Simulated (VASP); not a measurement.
Input:

```yaml
crystal:
  lattice:
    - [-1.93813, 1.93813, 1.93813]
    - [1.93813, -1.93813, 1.93813]
    - [1.93813, 1.93813, -1.93813]
  atoms:
    - { symbol: Tl, position: [0.00000, 0.00000, 0.00000] }
```

Level of theory: r2SCAN+rVV10, VASP's PBE PAW potentials (set 64) (plane waves; VASP). Settings: 400 eV cut-off, 15×15×15 Γ-centred mesh, tetrahedra with Blöchl corrections, potentials Tl_d.

### Question
Give the energies of bands 6 to 9 at the high-symmetry points, in eV from the Fermi level.

### Answer

```csv
band,Γ,H,N,P
6,-10.37,-1.83,-5.31,-4.52
7,10.92,1.43,-2.76,0.79
8,10.92,1.43,5.88,0.79
9,10.92,1.43,7.39,0.79
```

It has no gap at this level: it comes out as a metal or semimetal.

The structure comes from a measured Tl entry (Im-3m) of the Crystallography Open Database, whose conditions weren't checked. It was relaxed first.
